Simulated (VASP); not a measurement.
Data:

```yaml
crystal:
  lattice:
    - [0.00000, 2.16111, 2.16111]
    - [2.16111, 0.00000, 2.16111]
    - [2.16111, 2.16111, 0.00000]
  atoms:
    - { symbol: Mg, position: [0.00000, 0.00000, 0.00000] }
    - { symbol: O, position: [0.50000, 0.50000, 0.50000] }
```

Level of theory: revPBE GGA, VASP's PBE PAW potentials (set 64) (plane waves; VASP). Numerical set-up: 520 eV cut-off, 11×11×11 Γ-centred mesh, Gaussian smearing of 0.050 eV, potentials Mg O.

Question: Give the stress tensor in GPa (positive for a compressed cell).

Answer: 
```
-3.96   0.00   0.00
 0.00  -3.96   0.00
 0.00   0.00  -3.96
```
The pressure is its mean diagonal, -3.96 GPa.

The compound is MgO in the rock salt structure. This cell is one point of a volume scan, at 1.03 of the reference volume.
